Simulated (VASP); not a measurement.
# MgO (relaxed from the rock salt structure, space group Fm-3m): computed properties

The numbers are results of PBEsol GGA, VASP's PBE PAW potentials (set 64) (plane waves; VASP 6.6.1), not measurements.

| Quantity | Result |
|---|---|
| space group | Fm-3m (225) |
| cell | a = 4.2104 Å, b = 4.2104 Å, c = 4.2104 Å, α = 90.00°, β = 90.00°, γ = 90.00° |
| volume per atom | 9.33 Å³/atom |
| band gap (over mesh and band path) | 4.65 eV |
| smallest direct gap (over mesh and band path) | 4.65 eV |
| band-edge character | direct, Γ to Γ |
| density | 3.59 g/cm³ |

Space group Fm-3m (No. 225); a = b = c = 4.210 Å, α = β = γ = 90.00°

```csv
atom,site,symmetry,x,y,z
Mg,4a,m-3m,0.0000,0.0000,0.0000
O,4b,m-3m,0.5000,0.5000,0.5000
```
(The calculation used a cell of 2 atoms; values per cell refer to that cell.)

The structure was generated: MgO was put into the rock salt type (Fm-3m), which need not be its known phase. It was relaxed first, which changed the volume by -17 %. Symmetry was kept, so distortions that lower it aren't found.
